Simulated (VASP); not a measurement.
# La2O3 (P-3m1): a series in a change of volume, part 3 of 3

How do the elastic response and the band edges of La2O3 follow a change of volume?

VASP 6.6.1, plane waves and PAW; the level of theory is named at each step.

So far: The starting structure; Relax the crystal, LDA; Relax at fixed volume, LDA; Dielectric response, LDA.

## 5. Gap at another level, r2SCAN

The gap is read on the mesh at a level that opens it further.

Level: r2SCAN; plane waves and PAW (La, O).

INCAR reads:

```
SYSTEM = La2O3
PREC = Accurate
ENCUT = 600
EDIFF = 1E-06
NELM = 100
ISMEAR = 0
SIGMA = 0.02
LREAL = .FALSE.
ALGO = Normal
METAGGA = R2SCAN
LASPH = .TRUE.
NBANDS = 24
LWAVE = .FALSE.
LCHARG = .FALSE.
KPAR = 4
```

POSCAR reads:

```
La2O3
1.0
    3.8948111035      0.0000000000      0.0000000000
   -1.9474055518      3.3730053579      0.0000000000
    0.0000000000      0.0000000000      6.0206174006
La O
2 3
Direct
    0.6666666670      0.3333333330      0.7546318432
    0.3333333330      0.6666666670      0.2453681568
    0.6666666670      0.3333333330      0.3543443125
    0.3333333330      0.6666666670      0.6456556875
    0.0000000000      0.0000000000      0.0000000000
```

KPOINTS reads:

```
Automatic mesh
0
Gamma
7 7 4
0 0 0
```

Potentials, in the order of the species: La and O (LDA family, release 64).

Command:

```sh
mpirun -np 4 vasp_std
```

What it wrote:

```text
[banner, memory and clock lines left out]
running    4 mpi-ranks, on    1 nodes
[...]
|                                                                             |
|               ----> ADVICE to this user running VASP <----                  |
|                                                                             |
|     You enforced a specific xc type in the INCAR file but a different       |
|     [... a line on the potential file left out ...]
|     I HOPE YOU KNOW WHAT YOU ARE DOING!                                     |
|                                                                             |

 LDA part: xc-table for (None), standard interpolation
 POSCAR, INCAR and KPOINTS ok, starting setup
[...]
entering main loop
       N       E                     dE             d eps       ncg     rms          rms(c)
DAV:   1    -0.638898404637E+03   -0.63890E+03   -0.17654E+04  1376   0.293E+03
DAV:   2    -0.104431781875E+04   -0.40542E+03   -0.39980E+03  1968   0.446E+02
DAV:   3    -0.117562826225E+04   -0.13131E+03   -0.12998E+03  2496   0.241E+02
DAV:   4    -0.119593652010E+04   -0.20308E+02   -0.20299E+02  2424   0.997E+01
[...]
DAV:  15    -0.117809891275E+04    0.31493E-05   -0.63921E-05  2560   0.627E-02    0.651E-03
DAV:  16    -0.117809891197E+04    0.78219E-06   -0.13160E-05  2552   0.265E-02    0.438E-03
DAV:  17    -0.117809891163E+04    0.34030E-06   -0.16459E-06  1296   0.131E-02
   1 F= -.11780989E+04 E0= -.11780989E+04  d E =-.141920E-35
```

Elapsed: 4.1 min, on 4 MPI ranks of AMD EPYC 7571, shared host; peak memory 0.96 GiB; 16 min of CPU time.

Parts of OUTCAR (step 5):

```text
  Total        2.2661353      2.2661353      2.0509274     -0.0000000      0.0000000      0.0000000
  in kB       45.9041513     45.9041513     41.5447745     -0.0000000      0.0000000      0.0000000
  external PRESSURE =      44.4510257 kB  Pullay stress =       0.0000000 kB

 POSITION                                       TOTAL-FORCE (eV/Angst)
 -----------------------------------------------------------------------------------
      1.94741      1.12434      4.54335        -0.000000      0.000000      0.173271
     -0.00000      2.24867      1.47727         0.000000      0.000000     -0.173271
      1.94741      1.12434      2.13337        -0.000000     -0.000000     -0.036031
     -0.00000      2.24867      3.88725         0.000000      0.000000      0.036031
      0.00000      0.00000      0.00000         0.000000      0.000000      0.000000
 -----------------------------------------------------------------------------------
    total drift:                                0.000000      0.000000     -0.000000

  FREE ENERGIE OF THE ION-ELECTRON SYSTEM (eV)
  ---------------------------------------------------
  free  energy   TOTEN  =     -1178.0989116320 eV

  energy  without entropy=    -1178.0989116320  energy(sigma->0) =    -1178.09891163

[... 1 part as in an earlier step ...]

[... 2 further parts left out ...]
[key lines of the parts left out:]
E-fermi :   6.2640
```

This run gave:

```
energy(sigma→0) of the program : -1178.0989 eV
stress, compression positive   : xx, yy, zz 4.59, 4.59, 4.15 GPa
```

The run ends at a pressure of 4.45 GPa, with forces up to 0.17 eV/Å.

## 6. Gap at another level, HSE06

The gap is read on the mesh at a level that opens it further.

Level: HSE06; plane waves and PAW (La, O).

INCAR reads:

```
SYSTEM = La2O3
PREC = Accurate
ENCUT = 600
EDIFF = 1E-05
NELM = 100
ISMEAR = 0
SIGMA = 0.02
LREAL = .FALSE.
ALGO = Normal
LHFCALC = .TRUE.
AEXX = 0.25
GGA = PE
HFSCREEN = 0.2
LASPH = .TRUE.
NBANDS = 24
PRECFOCK = Fast
LWAVE = .FALSE.
LCHARG = .FALSE.
KPAR = 4
```

POSCAR is that of step 5.

KPOINTS reads:

```
Automatic mesh
0
Gamma
5 5 3
0 0 0
```

Command:

```sh
mpirun -np 4 vasp_std
```

What it wrote:

```text
[banner, memory and clock lines left out]
running    4 mpi-ranks, on    1 nodes
[...]
[... a notice as in an earlier step ...]

 LDA part: xc-table for (Slater+PW92), standard interpolation
 found WAVECAR, reading the header
 POSCAR, INCAR and KPOINTS ok, starting setup
[...]
reading WAVECAR
 the WAVECAR file was read successfully
 initial charge from wavefunction
 entering main loop
       N       E                     dE             d eps       ncg     rms          rms(c)
DAV:   1    -0.490188267866E+02   -0.49019E+02   -0.50277E+00  1096   0.324E+01    0.189E+00
DAV:   2    -0.489454129647E+02    0.73414E-01   -0.32461E-01   944   0.562E+00    0.937E-01
DAV:   3    -0.489382970668E+02    0.71159E-02   -0.21579E-01  1008   0.375E+00    0.694E-01
DAV:   4    -0.489412185265E+02   -0.29215E-02   -0.12002E-02  1040   0.118E+00    0.430E-01
DAV:   5    -0.489401929432E+02    0.10256E-02   -0.59510E-03   880   0.597E-01    0.201E-01
DAV:   6    -0.489403573314E+02   -0.16439E-03   -0.78490E-04  1032   0.264E-01    0.122E-01
DAV:   7    -0.489402972115E+02    0.60120E-04   -0.21325E-04   904   0.144E-01    0.752E-02
DAV:   8    -0.489403036988E+02   -0.64873E-05   -0.64149E-05   760   0.808E-02
   1 F= -.48940304E+02 E0= -.48940304E+02  d E =-.352517E-13
```

The job ended after 20 min (4 MPI ranks; peak memory 1.3 GiB; 82 min of CPU time).

From OUTCAR (step 6):

```text
 POSITION                                       TOTAL-FORCE (eV/Angst)
 -----------------------------------------------------------------------------------
      1.94741      1.12434      4.54335         0.000000      0.000000     -0.009598
     -0.00000      2.24867      1.47727        -0.000000     -0.000000      0.009598
      1.94741      1.12434      2.13337        -0.000000      0.000000     -0.058442
     -0.00000      2.24867      3.88725         0.000000     -0.000000      0.058442
      0.00000      0.00000      0.00000         0.000000     -0.000000      0.000000
 -----------------------------------------------------------------------------------
    total drift:                                0.000007     -0.000003      0.000001

  FREE ENERGIE OF THE ION-ELECTRON SYSTEM (eV)
  ---------------------------------------------------
  free  energy   TOTEN  =       -48.9403036988 eV

  energy  without entropy=      -48.9403036988  energy(sigma->0) =      -48.94030370

[... 1 part as in an earlier step ...]

[... 2 further parts left out ...]
[key lines of the parts left out:]
E-fermi :   5.3666
```

Numbers from this step:

| Quantity | Value |
| --- | --- |
| energy(sigma→0) of the program | -48.9403 eV |

## 7. The whole series

Hybrid runs start from orbitals of a short LDA run, not shown.

Runs beyond LDA use the data sets made with LDA; this shifts their levels slightly, and their total energies have another zero (at TB-mBJ, which has no energy functional, they mean nothing).

The other members went through these steps as far as the tables show, with the same cutoff and, step by step, the same mesh; 39 runs are not shown, of which 7 ended short or failed. The session took 65 core hours (wall time by ranks) on a shared machine.

The dielectric columns come from linear-response runs at LDA, run where the gap exceeds a picked 1.2 eV, on a mesh of 7×7×4.

```csv
volume over the relaxed volume,volume (Å³/atom),pressure (GPa),energy above the unstrained row (meV/atom),"gap on the mesh, LDA (eV)",ε∞ (mean),static ε (mean),"largest Born charge, mean of the diagonal (e)",lowest optical mode (cm⁻¹),highest mode without LO–TO splitting (cm⁻¹)
0.940,14.578,8.602,25.671,3.728,5.050,20.127,4.180,118.766,469.444
0.960,14.888,5.490,11.503,3.748,4.994,21.233,4.166,114.357,462.621
0.980,15.198,2.640,3.112,3.764,4.954,22.460,4.135,112.109,455.438
1,15.509,0.034,0.000,3.774,4.914,24.009,4.112,108.733,448.166
1.020,15.819,-2.346,1.739,3.778,4.878,26.027,4.094,105.062,440.954
1.040,16.129,-4.527,7.912,3.776,4.843,29.000,4.078,101.824,433.570
1.060,16.439,-6.515,18.132,3.762,4.819,32.107,4.049,98.987,426.159
```

A cubic of the pressure in ln(V/V₀) through all rows has the slope −B at V₀: B = 125 GPa, and its curvature gives B′ = 3.5.

Gaps at r2SCAN, read on its mesh alone:

```csv
volume over the relaxed volume,gap (eV)
0.940,4.329
0.960,4.347
0.980,4.354
1,4.354
1.020,4.349
1.040,4.335
1.060,4.317
```

Gaps at HSE06, read on its mesh alone, with one row partly withheld:

```csv
volume over the relaxed volume,gap (eV)
0.940,5.585
0.960,5.594
0.980,5.597
1,?
1.020,5.586
1.040,5.547
1.060,5.507
```

## 8. Working out the slope

The quantity to fit is the gap at HSE06: 5.585, 5.594, 5.597, 5.586, 5.547, 5.507 eV in the rows shown.

Fitting a parabola to the 6 known rows (u: logarithm of the volume ratio) gives E = − 14.15 u² − 0.6434 u + 5.595 in eV; the residuals are 0.0048 eV r.m.s.

For the withheld row, u = 0, the fit gives 5.5953 eV.

## 9. The withheld row

The calculation gives 5.5962 eV, so the prediction is 0.0009 eV too low, within twice the residual of the fit.

The rows do not lie on one parabola (a picked bound of 1 % of their span for the r.m.s. residual). Levels that cross, a degenerate level that splits or an edge that moves to another point can do that; which it is was not traced. So the linear term is no slope at zero strain, and none is listed.

## 10. Outcome

| Property | Result |
| --- | --- |
| bulk modulus | 125 GPa |
| gap of the unstrained cell, r2SCAN | 4.35 eV, about 0.2 eV too wide by its mesh |
| error of the predicted row | -0.9 meV |

The slope of the energy gives 0.32 GPa at the relaxed volume where the pressure column has 0.03 GPa, a mark of the finite basis. The electronic dielectric constant goes from 5.05 at 0.94 to 4.82 at 1.06 of the relaxed volume; d ln / d ln V = -0.39. The static dielectric constant goes from 20.1 at 0.94 to 32.1 at 1.06 of the relaxed volume; d ln / d ln V = 3.86. The highest mode without LO–TO splitting (cm⁻¹) goes from 469 at 0.94 to 426 at 1.06 of the relaxed volume; d ln / d ln V = -0.81; the highest mode need not be the same one at all volumes. The HSE06 mesh misses a band edge: at LDA it gives a gap 0.18 eV over that of the finer mesh, so the HSE06 gaps are likely too wide by about as much. r2SCAN opens gaps somewhat over GGA but leaves them below measured values as a rule. HSE06 ran on a coarser mesh than the semilocal levels. Temperature, zero-point motion and excitons are left out.

[Lines on the potential files, build, host, timing and source positions are cut from VASP's logs without a mark.]

[Logs are printed without paths, hosts, clocks, repeated set-up lines and the standing remarks that a program may print on its own settings, such as how far it seeks lower states.]

[Hosts, paths, dates, database ids (printed as entryN), source tags and the programs' standing remarks are cut or masked in the printed files.]

[In band tables of VASP the shares of atoms and orbitals are scaled to a sum of 1 inside the atoms' spheres.]
